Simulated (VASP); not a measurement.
Input:

```
CELL_PARAMETERS angstrom
      2.59641     0.00000     0.00000
      0.00000     2.59641     0.00000
      0.00000     0.00000    17.78930
ATOMIC_POSITIONS crystal
  Mo 0.00000 0.00000 0.28107
  Mo 0.00000 0.00000 0.42702
  Mo 0.00000 0.00000 0.57298
  Mo 0.00000 0.00000 0.71893
```

These are PBE GGA, VASP's PBE PAW potentials (set 64) (plane waves; VASP) values and carry that method's errors. Run with 300 eV cut-off, 9×9×1 Γ-centred mesh, Fermi-Dirac smearing of 0.10 eV, potentials Mo_sv.

At this cut-off the stress carries a Pulay error, which pulls relaxed volumes low. The cell holds a wide vacuum, so values per volume refer to the whole cell.

Problem. Give the force on each atom (eV/Å).

Solution. 
```json
[
 {"atom": "Mo1", "Fx": "0.000", "Fy": "0.000", "Fz": "0.230"},
 {"atom": "Mo2", "Fx": "0.000", "Fy": "0.000", "Fz": "-0.323"},
 {"atom": "Mo3", "Fx": "0.000", "Fy": "0.000", "Fz": "0.323"},
 {"atom": "Mo4", "Fx": "0.000", "Fy": "0.000", "Fz": "-0.230"}
]
```

Problem. Give the stress tensor in GPa (positive for a compressed cell).

Solution. 
```
-2.85   0.00   0.00
 0.00  -2.85   0.00
 0.00   0.00  -1.59
```
The pressure is its mean diagonal, -2.43 GPa.

The cell is a sheet with vacuum, built from a generated structure.
